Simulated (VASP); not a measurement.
Here is the system:

```
CaF2
1.0
    0.00000     2.68454     2.68454
    2.68454     0.00000     2.68454
    2.68454     2.68454     0.00000
Ca F
1 2
Cartesian
  2.68454   2.68454   5.36908
  1.34227   1.34227   1.34227
  4.02681   4.02681   4.02681
```

All values below come from TPSS meta-GGA, VASP's PBE PAW potentials (set 64) (plane waves; VASP). Settings: 520 eV cut-off, 7×7×7 Γ-centred mesh, Gaussian smearing of 0.050 eV, potentials Ca_sv F.

Problem. What does the run give for the energy per atom (σ→0), pressure?

Solution. 
energy per atom (σ→0): -9.768 eV/atom
pressure: 5.75 GPa

The absolute energy has meaning only against runs of the same code, potentials and settings.

The compound is CaF2 in the fluorite structure. This cell is one point of a volume scan, at 0.94 of the reference volume.
